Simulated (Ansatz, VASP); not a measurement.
**Cross-check of ZnB2S4 between VASP and Ansatz**

Wanted: the spread between two codes on one cell, functional and k mesh. The cell is invented: As first built, before any earlier steps moved the atoms (in the runner's words): B for Ga in the ZnGa2S4 structure of space group I-4. It may not be a known or stable phase. The two relaxations start from unlike cells of this crystal (the structure described is Ansatz's start), so only their ends are compared.

Method: plane waves, with VASP 6.6.1 beside it; relaxation of cell and atoms at r2SCAN, in Ansatz 0.2.0.

## (1) Starting point

It takes space group I-4 (No. 82, tetragonal). Conventional cell: a = 5.002 Å, b = 5.002 Å, c = 9.813 Å, α = 90.00°, β = 90.00°, γ = 90.00°. Zn has 4 S at 2.21 Å nearest. Nearest to B lie 4 S at 2.15 Å. Nearest to B lie 4 S at 2.16 Å. Nearest to S lie 2 B at 2.15 to 2.16 Å and 1 Zn at 2.21 Å. It derives from ZnGa2S4. As first built, before any earlier steps moved the atoms (in the runner's words): B for Ga in the ZnGa2S4 structure of space group I-4. Farther neighbours and most contacts between anions are not listed.

Coordinates:

```cif
data_structure
_symmetry_space_group_name_H-M 'P 1'
_symmetry_Int_Tables_number 1
_cell_length_a 6.0483
_cell_length_b 6.0483
_cell_length_c 6.0483
_cell_angle_alpha 131.152
_cell_angle_beta 131.152
_cell_angle_gamma 71.572
_cell_volume 122.75
loop_
_atom_site_label
_atom_site_type_symbol
_atom_site_fract_x
_atom_site_fract_y
_atom_site_fract_z
_atom_site_occupancy
Zn1 Zn 0.25000 0.75000 0.50000 1
B2 B 0.00000 0.00000 0.00000 1
B3 B 0.75000 0.25000 0.50000 1
S4 S 0.37901 0.37047 0.50967 1
S5 S 0.62953 0.13921 0.00854 1
S6 S 0.86079 0.86934 0.49033 1
S7 S 0.13066 0.62099 0.99146 1
```

## (2) VASP: relaxation of cell and atoms, r2SCAN

The relaxed volume is the usual yardstick between codes: in a stiff, nearly cubic crystal its relative difference is about their pressure difference at one cell divided by the bulk modulus.

Lines of VASP's logs that name or quote its potential files are left out, and so is its time.

The input, INCAR:

```
SYSTEM = ZnB2S4
PREC = Accurate
ENCUT = 550
EDIFF = 1E-07
NELM = 120
ISMEAR = 0
SIGMA = 0.03
LREAL = .FALSE.
ALGO = Normal
METAGGA = R2SCAN
LASPH = .TRUE.
NBANDS = 28
LORBIT = 11
LWAVE = .FALSE.
LCHARG = .FALSE.
ISIF = 3
IBRION = 2
NSW = 80
EDIFFG = -0.005
GGA_COMPAT = .FALSE.
NELMIN = 4
EFERMI = MIDGAP
LMIXTAU = .TRUE.
KPAR = 2
```

The input, POSCAR:

```
ZnB2S4
1.0
   -2.5157235818      2.5157170782      4.3312184104
    2.5157235818     -2.5157170782      4.3312184104
    2.5157170782      2.5157235818     -4.3312184104
Zn B S
1 2 4
Direct
    0.2500000510      0.7500000510      0.5000000000
    0.0000000000      0.0000000000      0.0000000000
    0.7500000510      0.2500000510      0.5000000000
    0.3784829611      0.3144386368      0.4603050887
    0.6855614651      0.1458667537      0.0640445242
    0.8541333482      0.9181778725      0.5396947114
    0.0818221275      0.6215168389      0.9359554758
```

The input, KPOINTS:

```
Automatic mesh
0
Gamma
6 6 6
0 0 0
```

PAW data sets: Zn, B and S (PBE family, release 64).

Started as:

```bash
$ mpirun -np 2 vasp_std
```

Numbers of over 12 decimals in the logs are rounded to 6 here.

The log of the run:

```text
[banner, memory and clock lines left out]
running    2 mpi-ranks, on    1 nodes
 distrk:  each k-point on    1 cores,    2 groups
 distr:  one band on    1 cores,    1 groups

 POSCAR found type information on POSCAR ZnB S
 POSCAR found :  3 types and       7 ions
|                                                                             |
|               ----> ADVICE to this user running VASP <----                  |
|                                                                             |
|     You enforced a specific xc type in the INCAR file but a different       |
|     [... a line on the potential file left out ...]
|     I HOPE YOU KNOW WHAT YOU ARE DOING!                                     |
|                                                                             |

 LDA part: xc-table for (None), standard interpolation
 POSCAR, INCAR and KPOINTS ok, starting setup
 FFT: planning ... GRIDC
 FFT: planning ... GRID_SOFT
 FFT: planning ... GRID
 WAVECAR not read
 entering main loop
       N       E                     dE             d eps       ncg     rms          rms(c)
DAV:   1     0.279213887896E+03    0.27921E+03   -0.20362E+04  2016   0.164E+03
DAV:   2    -0.320466567342E+02   -0.31126E+03   -0.29859E+03  2172   0.349E+02
DAV:   3    -0.672724537531E+02   -0.35226E+02   -0.34585E+02  2448   0.116E+02
DAV:   4    -0.683200960132E+02   -0.10476E+01   -0.10436E+01  2632   0.200E+01
DAV:   5    -0.683354166974E+02   -0.15321E-01   -0.15309E-01  2636   0.262E+00    0.189E+01
DAV:   6    -0.598892602649E+02    0.84462E+01   -0.34125E+00  2560   0.543E+01    0.139E+01
DAV:   7    -0.587384094499E+02    0.11509E+01   -0.21050E+00  2376   0.193E+01    0.309E+00
DAV:   8    -0.596808088861E+02   -0.94240E+00   -0.11822E+00  2328   0.129E+01    0.143E+00
DAV:   9    -0.598424681780E+02   -0.16166E+00   -0.16771E-01  2220   0.342E+00    0.101E+00
DAV:  10    -0.598427860831E+02   -0.31791E-03   -0.35893E-02  2328   0.142E+00    0.227E-01
DAV:  11    -0.598326996240E+02    0.10086E-01   -0.39823E-02  2156   0.181E+00    0.159E-01
DAV:  12    -0.598463877980E+02   -0.13688E-01   -0.60451E-03  2212   0.766E-01    0.109E-01
DAV:  13    -0.598472344315E+02   -0.84663E-03   -0.78368E-04  2576   0.240E-01    0.511E-02
DAV:  14    -0.598474627805E+02   -0.22835E-03   -0.66569E-04  2240   0.221E-01    0.324E-02
DAV:  15    -0.598475591534E+02   -0.96373E-04   -0.12748E-04  2208   0.104E-01    0.162E-02
DAV:  16    -0.598475710283E+02   -0.11875E-04   -0.48756E-06  2792   0.235E-02    0.120E-02
DAV:  17    -0.598475514152E+02    0.19613E-04   -0.56110E-06  2220   0.259E-02    0.747E-03
DAV:  18    -0.598475749341E+02   -0.23519E-04   -0.12093E-05  2168   0.347E-02    0.333E-03
DAV:  19    -0.598475751680E+02   -0.23397E-06   -0.52191E-07  2376   0.582E-03    0.342E-03
DAV:  20    -0.598475751913E+02   -0.23268E-07   -0.13873E-08  1332   0.930E-04
   1 F= -.59847575E+02 E0= -.59847575E+02  d E =-.598476E+02
 curvature:   0.00 expect dE= 0.000E+00 dE for cont linesearch  0.000E+00
 trial: gam= 0.00000 g(F)=  0.458E-05 g(S)=  0.227E-04 ort = 0.000E+00 (trialstep = 0.100E+01)
 search vector abs. value=  0.273E-04
 bond charge predicted
       N       E                     dE             d eps       ncg     rms          rms(c)
DAV:   1    -0.598476494565E+02   -0.74288E-04   -0.17368E-03  2476   0.592E-01    0.671E-02
DAV:   2    -0.598475749326E+02    0.74524E-04   -0.32387E-04  2560   0.418E-01    0.335E-02
DAV:   3    -0.598475661272E+02    0.88055E-05   -0.26960E-05  2208   0.341E-02    0.137E-02
DAV:   4    -0.598475636069E+02    0.25202E-05   -0.86851E-06  2404   0.217E-02    0.776E-03
DAV:   5    -0.598475647774E+02   -0.11705E-05   -0.35309E-06  2152   0.153E-02    0.418E-03
DAV:   6    -0.598475651758E+02   -0.39843E-06   -0.23002E-06  2112   0.154E-02    0.160E-03
DAV:   7    -0.598475659538E+02   -0.77796E-06   -0.94444E-07  2112   0.896E-03    0.681E-04
DAV:   8    -0.598475659389E+02    0.14860E-07   -0.17501E-07  1664   0.425E-03
   2 F= -.59847566E+02 E0= -.59847566E+02  d E =0.925236E-05
 trial-energy change:    0.000009  1 .order   -0.000009   -0.000027    0.000009
 step:   0.7597(harm=  0.7597)  dis= 0.00017  next Energy=   -59.847586 (dE=-0.104E-04)
 bond charge predicted
       N       E                     dE             d eps       ncg     rms          rms(c)
DAV:   1    -0.598475706332E+02   -0.46794E-05   -0.99826E-05  2476   0.142E-01    0.163E-02
DAV:   2    -0.598475720577E+02   -0.14245E-05   -0.18702E-05  2556   0.996E-02    0.822E-03
DAV:   3    -0.598475713923E+02    0.66539E-06   -0.15539E-06  2200   0.818E-03    0.332E-03
DAV:   4    -0.598475713388E+02    0.53552E-07   -0.51530E-07  2292   0.524E-03
   3 F= -.59847571E+02 E0= -.59847571E+02  d E =0.385255E-05
 curvature:  -0.38 expect dE=-0.315E-05 dE for cont linesearch -0.252E-07
 trial: gam= 0.25467 g(F)=  0.280E-05 g(S)=  0.550E-05 ort = 0.135E-05 (trialstep = 0.952E+00)
 search vector abs. value=  0.108E-04
 reached required accuracy - stopping structural energy minimisation
```

Parts of OUTCAR (step 2):

```text
ion  position               nearest neighbor table
   1  0.250  0.750  0.500-   4 2.32   7 2.32   5 2.32   6 2.32
   2  0.000  0.000  0.000-   4 1.94   5 1.94   6 1.94   7 1.94
   3  0.750  0.250  0.500-   7 1.94   6 1.94   5 1.94   4 1.94
   4  0.378  0.314  0.460-   2 1.94   3 1.94   1 2.32
   5  0.686  0.146  0.064-   2 1.94   3 1.94   1 2.32
   6  0.854  0.918  0.540-   2 1.94   3 1.94   1 2.32
   7  0.082  0.622  0.936-   2 1.94   3 1.94   1 2.32

  LATTYP: Found a body centered tetragonal cell.
 ALAT       =     5.0314406600
 C/A-ratio  =     1.7216613305

 Subroutine GETGRP returns: Found  4 space group operations
 (whereof  4 operations were pure point group operations)

The static configuration has the point symmetry S_4 .

 Found     36 irreducible k-points:

   k-points           NKPTS =     36   k-points in BZ     NKDIM =     36   number of bands    NBANDS=     28

   dimension x,y,z NGX =    48 NGY =   48 NGZ =   48
   dimension x,y,z NGXF=    96 NGYF=   96 NGZF=   96

   ENCUT  =  550.0 eV  40.42 Ry    6.36 a.u.  10.72 10.72 10.72*2*pi/ulx,y,z

   NELECT =      42.0000    total number of electrons

 k-points in reciprocal lattice and weights: Automatic mesh
   0.00000000  0.00000000  0.00000000       0.005
   0.16666667  0.00000000 -0.00000000       0.037
   0.33333333 -0.00000000  0.00000000       0.037
   0.50000000  0.00000000 -0.00000000       0.019
   0.16666667  0.16666667 -0.00000000       0.037
   0.33333333  0.16666667  0.00000000       0.037
  -0.16666667 -0.33333333 -0.00000000       0.037
   0.50000000  0.16666667 -0.00000000       0.037
  -0.16666667  0.50000000 -0.00000000       0.037
[...]
-0.33333333 -0.33333333  0.33333333       0.009
   0.50000000  0.50000000  0.50000000       0.005

 average (electrostatic) potential at core
       1 -40.0720       2 -30.3761       3 -30.4645       4 -90.0358       5 -90.0358
       6 -90.0358       7 -90.0358

 E-fermi :   5.2849

 k-point     1 :       0.0000    0.0000    0.0000
  band No.  band energies     occupation
    ...
     17       1.5317      2.00000
     18       1.5317      2.00000
     19       3.6450      2.00000
     20       3.6450      2.00000
     21       3.7247      2.00000
     22       6.8451      0.00000
     23       7.3772      0.00000
     24       9.0357      0.00000
     25       9.0357      0.00000
     26       9.4547      0.00000
    ...

 k-point     2 :       0.1667    0.0000   -0.0000
  band No.  band energies     occupation
    ...
     17       1.4071      2.00000
     18       1.8632      2.00000
     19       2.8726      2.00000
     20       3.4200      2.00000
     21       3.6432      2.00000
     22       7.3001      0.00000
     23       7.9155      0.00000
     24       8.8931      0.00000
     25       9.1442      0.00000
     26       9.5401      0.00000
    ...

 k-point     3 :       0.3333   -0.0000    0.0000
  band No.  band energies     occupation
    ...
     17       1.2693      2.00000
     18       1.5881      2.00000
     19       2.5844      2.00000
     20       3.0171      2.00000
     21       3.5395      2.00000
     22       8.1798      0.00000
     23       8.6824      0.00000
     24       8.8363      0.00000
     25       9.4004      0.00000
     26       9.6110      0.00000
    ...

  Total        0.0002387      0.0002387     -0.0282523     -0.0000206      0.0000000      0.0000000
  in kB        0.0034870      0.0034870     -0.4126451     -0.0003008      0.0000000      0.0000000
  external PRESSURE =      -0.1352237 kB  Pullay stress =       0.0000000 kB

  energy-cutoff  :      550.00
  volume of cell :      109.70
      direct lattice vectors                 reciprocal lattice vectors
    -2.516257528  2.516250481  4.331311508    -0.000000278  0.198708079  0.115438476
     2.516257528 -2.516250481  4.331311508     0.198708079  0.000000278  0.115438476
     2.516250481  2.516257528 -4.331311508     0.198707801  0.198708357  0.000000000

 POSITION                                       TOTAL-FORCE (eV/Angst)
 -----------------------------------------------------------------------------------
      2.51625      0.00000      2.16566        -0.000000     -0.000000      0.000000
      0.00000      0.00000     -0.00000        -0.000000     -0.000000     -0.000000
     -0.00000      2.51625      2.16566        -0.000000     -0.000000     -0.000000
      0.99703      1.31940      1.00737        -0.003588     -0.000877     -0.000935
     -1.19685      1.51922      3.32394        -0.000877      0.003588      0.000935
      1.51922      1.19685      5.33868         0.003588      0.000877     -0.000935
      3.71310      0.99703     -1.00737         0.000877     -0.003588      0.000935
 -----------------------------------------------------------------------------------
    total drift:                                0.000073      0.000552     -0.000588

  FREE ENERGIE OF THE ION-ELECTRON SYSTEM (eV)
  ---------------------------------------------------
  free  energy   TOTEN  =       -59.8475713388 eV

  energy  without entropy=      -59.8475713388  energy(sigma->0) =      -59.84757134

 reached required accuracy - stopping structural energy minimisation

 total charge
# of ion       s       p       d       tot
------------------------------------------
    1        0.514   0.498   9.815  10.827
    2        0.650   1.110   0.000   1.760
    3        0.647   1.099   0.000   1.746
    4        1.318   2.465   0.000   3.783
    5        1.318   2.465   0.000   3.783
    6        1.318   2.465   0.000   3.783
    7        1.318   2.465   0.000   3.783
--------------------------------------------------
tot          7.083  12.567   9.815  29.466

[... 3 further parts left out ...]
```

The run keeps the 4 symmetry operations of its start, so it cannot find a distortion of lower symmetry.

(Continued in part 2 of 2.)

[Lines on the potential files, build, host, timing and source positions are cut from VASP's logs without a mark.]

[Logs are printed without paths, hosts, clocks, repeated set-up lines and the standing remarks that a program may print on its own settings, such as how far it seeks lower states.]

[Hosts, paths, dates, database ids (printed as entryN), source tags and the programs' standing remarks are cut or masked in the printed files.]
